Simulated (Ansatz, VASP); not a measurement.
# PtS2 in two plane-wave programs, part 2 of 2

Aim: how closely do two programs agree when they are given the same cell, functional and k mesh? The cell is taken from a series of runs on this material, whose earlier steps may have relaxed, scaled, displaced or heated it; both programs get it as it stands.

VASP 6.6.1 and Ansatz 0.2.0.

So far: Set-up; VASP: zone-centre phonons, PBEsol with D3(BJ).

### Step 3. Ansatz: zone-centre phonons, PBEsol with D3(BJ)

Level of this step: Ansatz beside VASP: Kohn-Sham DFT, plane waves, PBEsol with D3(BJ) (Ansatz).

Ansatz runs on its PAW soft_1 files.

The same cell, functional, mesh and smearing now go to Ansatz, which takes its cutoff from its data sets.

input.yaml

```yaml
crystal:
  lattice:
    - [3.5594388023, 0.0, 0.0]
    - [-1.7797194012, 3.082564426, 0.0]
    - [0.0, 0.0, 4.3833006473]
  atoms:
    - { symbol: S, position: [0.3333333333, 0.6666666667, 0.2712345723] }
    - { symbol: S, position: [0.6666666667, 0.3333333333, 0.7287654277] }
    - { symbol: Pt, position: [0.0, 0.0, 0.0] }
kpoints:
  mp_grid: { grid: [15, 15, 12] }
hamiltonian:
  xc: pbesol
  dispersion: d3bj
  pseudopotentials: { kind: paw, azcp: { folder: soft_1 }, xc_functional: pbe }
scf:
  occupations: { method: methfessel_paxton, width: 0.2 }
output:
  eigenvalues: true
phonons:
  method: dfpt
```

Launch:

```console
$ ansatz run input.yaml --threads 4 --pin off --max-ram 10240MiB --backend cpu --events-out ev --progress --plain --runs-dir out
```

Numbers of over 12 decimals in the logs are rounded to 6 here.

Log:

```text
Engine: ansatz 0.2.0, x86_64-unknown-linux-gnu
Pseudopotentials: kind: paw
Pseudopotential: S, paw, valence charge 6, recommended cutoff 420 eV (normal), soft_1/S.paw.azcp
Pseudopotential: Pt, paw, valence charge 18, recommended cutoff 420 eV (normal), soft_1/Pt.paw.azcp
Functional definition: PBEsol
  exchange = pbesol_x
  correlation = pbesol_c
Crystal: 3 atoms, lattice volume = 48.094 Å³
Basis set: ecut = 420 eV, 921 PW (Γ), exchange–correlation on 48×48×60 points (8 copies of the dense FFT grid, shifted against one another)
Bands: 19, of which v1, the nominal top of the filled ones, is band 15 counted from 1 (14 counted from 0)
Symmetry: 12 space group operations
k-points: 728 of 2700 (irreducible under 2 space group operations, time reversal used)
Non-local potential: S, projectors of the file, l = 0: 2, l = 1: 2, l = 2: 1
Non-local potential: Pt, projectors of the file, l = 0: 3, l = 1: 2, l = 2: 2, l = 3: 1
PAW form: soft (Blöchl's): semilocal exchange-correlation on the pseudo side does not see the compensation charge
PAW frozen core: S, regenerated for the run's functional, and the local potential with it (the file was generated under x = pbe(κ = 0.804, μ = 0.219515), c = pbe(β = 0.066725))
PAW frozen core: Pt, regenerated for the run's functional, and the local potential with it (the file was generated under x = pbe(κ = 0.804, μ = 0.219515), c = pbe(β = 0.066725))
PAW one-centre angular grid: S, 110 points (default); XC on 64 Gauss nodes
PAW one-centre angular grid: Pt, 590 points (default); XC on 64 Gauss nodes
Initial density: superposition of atomic densities (chi_scale 0.1, normalization cell, long waves kept (reshape's long-wave potential 0.00 eV rms))
Initial wavefunctions: pseudopotential atomic-orbital guess
Functional: x = pbesol(κ = 0.804, μ = 0.123457), c = pbesol(β = 0.046)
SCF iter   1: F=—  HF=-14158.175638 eV  |F-HF|=—  |Δ(HF+E_count)|=         —  Δρ=7.92e-2  dr2=2.55e0  ethr=3.10e-3  ⟨swp⟩=6.3  Hψ=73949  notcnv=0
preconditioner: auto → Resta (q_TF=auto, 2.522 Å⁻¹)  ε∞=7.5  [insulator: Δε(μ)=0.200 eV  Ē_g=9.858 eV  σ=0.200 eV  W_gap=0.73  n_scr=20 (ndim 8)  ℏωp=25.1 eV  f_vac=0.000  D(μ)=0.05/eV (n_scr^D=0)  ε∞_Penn≈7.5]
SCF iter   2: F=—  HF=-14157.737554 eV  |F-HF|=—  |Δ(HF+E_count)|=   4.38e-1  S|Δr|=    0.00e0  Δρ=3.67e-2  dr2=4.82e-1  ethr=3.10e-3  ⟨swp⟩=2.8  Hψ=26880  notcnv=0
preconditioner: auto → Kerker (q_TF=auto, 2.522 Å⁻¹)  [metal: Δε(μ)=0.116 eV  Ē_g=9.869 eV  σ=0.200 eV  W_gap=0.45  n_scr=20 (ndim 8)  ℏωp=25.1 eV  f_vac=0.000  D(μ)=0.10/eV (n_scr^D=0)]
SCF iter   3: F=—  HF=-14157.643670 eV  |F-HF|=—  |Δ(HF+E_count)|=   9.39e-2  S|Δr|=    0.00e0  Δρ=5.19e-3  dr2=6.19e-3  ethr=1.61e-3  ⟨swp⟩=2.5  Hψ=20143  notcnv=0
SCF iter   4: F=—  HF=-14157.643672 eV  |F-HF|=—  |Δ(HF+E_count)|=   2.40e-6  S|Δr|=    0.00e0  Δρ=6.79e-4  dr2=2.26e-4  ethr=2.06e-5  ⟨swp⟩=2.6  Hψ=29883  notcnv=0
SCF iter   5: F=—  HF=-14157.643742 eV  |F-HF|=—  |Δ(HF+E_count)|=   7.00e-5  S|Δr|=    0.00e0  Δρ=1.78e-4  dr2=1.84e-5  ethr=7.55e-7  ⟨swp⟩=2.2  Hψ=23137  notcnv=0
SCF iter   6: F=—  HF=-14157.643747 eV  |F-HF|=—  |Δ(HF+E_count)|=   4.92e-6  S|Δr|=    0.00e0  Δρ=4.25e-5  dr2=1.28e-6  ethr=6.13e-8  ⟨swp⟩=2.5  Hψ=21627  notcnv=0
SCF iter   7: F=—  HF=-14157.643752 eV  |F-HF|=—  |Δ(HF+E_count)|=   4.72e-6  S|Δr|=    0.00e0  Δρ=8.55e-6  dr2=4.14e-8  ethr=4.27e-9  ⟨swp⟩=2.1  Hψ=20476  notcnv=0
SCF iter   8: F=—  HF=-14157.643752 eV  |F-HF|=—  |Δ(HF+E_count)|=   2.88e-9  S|Δr|=    0.00e0  Δρ=2.50e-6  dr2=5.85e-9  ethr=1.38e-10  ⟨swp⟩=2.2  Hψ=21174  notcnv=0
SCF iter   9: F=—  HF=-14157.643752 eV  |F-HF|=—  |Δ(HF+E_count)|=  5.22e-10  S|Δr|=    0.00e0  Δρ=6.22e-7  dr2=2.47e-10  ethr=1.95e-11  ⟨swp⟩=2.6  Hψ=21533  notcnv=0
SCF iter  10: F=-14157.643752 eV  HF=-14157.643752 eV  |F-HF|=0.00e0  |Δ(HF+E_count)|=  7.46e-11  S|Δr|=    0.00e0  Δρ=1.14e-7  dr2=8.58e-12  ethr=1.00e-12  ⟨swp⟩=5.9  Hψ=77452  notcnv=0
SCF 1 converged in 10 iterations: F = -14157.643752 eV  dr2 = 8.58e-12
  greatest PAW one-centre occupation: 1.000 electrons in one spin orbital (limit 2), on the Pt atom at site 2 (counted from 0), in its partial waves of l = 0
DFPT response loops at Γ: preconditioner auto → Kerker (q_TF=auto, 2.522 Å⁻¹) (partly filled bands, converged f_vac=0.000); β = 1.00, the filter's whole step (`scf.mixing.beta` (0.50) is not read by the response loops under this deck's `scf.mixing.preconditioner`; to damp them name `kerker` or `kerker_dos`, under which they read `scf.mixing.beta`, and type it under 1.00, their step now; both keys bind the ground state too); Broyden in place of MSR1
SCF converged after 10 iterations
Stability not checked: this state was not tested for a lower state beside it, because cold or Methfessel-Paxton smearing, or corrected tetrahedra, fill the levels in a way that the test cannot read (fill_not_monotonic; see scf.lower_state_search)
Free energy (F): -14157.643752 eV
Harris-Foulkes:  -14157.643752 eV  (|F-HF|=0.00e0)
Internal energy: -14157.645478 eV  (E = F + TS)
E sigma→0 (E₀):  -14157.644183 eV
Entropy (-TS):   0.001726 eV (0.575 meV/atom)
Fermi energy:    13.755568 eV
--- Per-component energies (eV) ---
  E_band       = -253.325476
  E_kinetic    = 808.860832
  E_local      = -2560.974081  (includes V_loc(G=0)·N_el)
  E_nonlocal   = 276.087229
  E_hartree    = 999.998002
  E_xc         = -408.183710
  E_vxc        = -437.707890  (∫ρ·V_xc dr)
  E_paw        = -10530.270695  (= ΣΔE_a)
  E_vpaw       = -339.588764  (= ΣTr[D̂ρ^β])
  E_aug_tail   = 0.001113  (compensation charges beyond the density's cutoff)
  E_ewald      = -2742.331107
  E_disp       = -1.243991  (pairwise vdW)
  E_core_change = 0.410930  (= ΣΔE_core)
  E_smearing   = 0.001726  (= −TS)
  E_closure    = 0.000000  (closes the sum)
  Σ components = -14157.643752   (vs F -14157.643752, Δ=0.00e0)
--- Band table (eV; the first three rows and the last of 728) ---
  k-point 0: bands = [... 11 lower, 11.2433, 12.1327, 12.1327, 14.1725, 14.5938, 14.5938, 16.7107, 18.9625]
  k-point 1: bands = [... 11 lower, 11.2279, 12.0621, 12.0621, 13.9995, 14.7038, 14.7038, 16.8202, 19.1294]
  k-point 2: bands = [... 11 lower, 11.1741, 11.8860, 11.8860, 13.5653, 14.9960, 14.9960, 17.1402, 19.5469]
  k-point 727: bands = [... 11 lower, 10.0810, 10.3102, 10.8226, 12.4805, 14.7039, 14.9584, 18.4714, 20.8250]
--- Phonons (Γ-DFPT): 4 representative perturbations + reference, on 728 of 2700 k-points (Σ response iterations 12) ---
  k mesh reduced under 2 symmetry operations, with k and −k counted as one. Each operation leaves every solved perturbation unchanged. A smaller set is not used because it would not reduce the number of displacements times k-points to solve
  ASR residual: 6.615e-5 → 0.000e0 eV/Å²; symmetrization residual: 2.327e-6 eV/Å²
  pairwise dispersion correction: d3bj (s6 = 1.0, s8 = 2.9491, a1 = 0.4466, a2_bohr = 6.1742), with the weights of each atom's references fixed at the reference crystal's, and the forces and stress that the weights' published response gives there kept as a pressure on the atom's counted neighbours (hamiltonian.dispersion)
  ASR residual per site (eV/Å²): 2.02e-5 2.02e-5 6.61e-5
  Γ frequencies (cm⁻¹): 0.00 0.00 0.00 299.59 299.59 318.35 318.35 325.73 349.33
  non-analytic LO–TO correction: not included (Born effective charges unavailable; polar crystals: no LO–TO splitting at Γ)
```

Reading the cycles: dr2 is the Hartree energy of the density residual (eV), the measure of convergence; HF is the Harris–Foulkes estimate of the energy, which meets the free energy F at convergence.

### Step 4. Comparison

Known differences besides the potentials themselves: the data sets hold 30 valence electrons in Ansatz (on its PAW soft_1 files) and 22 in VASP; the cutoff is 420 eV in Ansatz and 500 eV in VASP; Ansatz makes its cores anew for this functional, VASP keeps those of its PBE data sets; Ansatz takes the dispersion share of the force constants at frozen C6 weights, VASP differentiates the full forces; VASP uses finite displacements, Ansatz perturbation theory. Total energies have different zeros and are not compared.

The two programs side by side:

| quantity | Ansatz | VASP | difference |
| --- | --- | --- | --- |
| optical mode 1 to 2 (cm⁻¹) | 299.6 | 299.6 | +0.00 % |
| optical mode 3 to 4 (cm⁻¹) | 318.4 | 318.6 | -0.08 % |
| optical mode 5 (cm⁻¹) | 325.7 | 326.5 | -0.25 % |
| optical mode 6 (cm⁻¹) | 349.3 | 349.3 | +0.02 % |

Modes are paired by rising frequency, not by their patterns, so a pair may set unlike modes beside each other; they are those without the splitting of longitudinal modes.

### Step 5. Results

```
r.m.s. difference of the optical zone-centre modes, each program's sorted by frequency (zone-centre phonons, PBEsol with D3(BJ)) : 0.36 cm⁻¹
```

**Reading.** The r.m.s. difference of the optical zone-centre modes, each program's sorted by frequency is 0.36 cm⁻¹ (zone-centre phonons, PBEsol with D3(BJ)). The data sets hold unlike numbers of valence electrons (30 in Ansatz and 22 in VASP), so part of the differences comes from the potentials. Such differences can come from data sets, numerical settings and the points named under the comparisons, not from the functional's error against experiment.

[Lines on the potential files, build, host, timing and source positions are cut from VASP's logs without a mark.]

[Logs are printed without paths, hosts, clocks, repeated set-up lines and the standing remarks that a program may print on its own settings, such as how far it seeks lower states.]

[Hosts, paths, dates, database ids (printed as entryN), source tags and the programs' standing remarks are cut or masked in the printed files.]
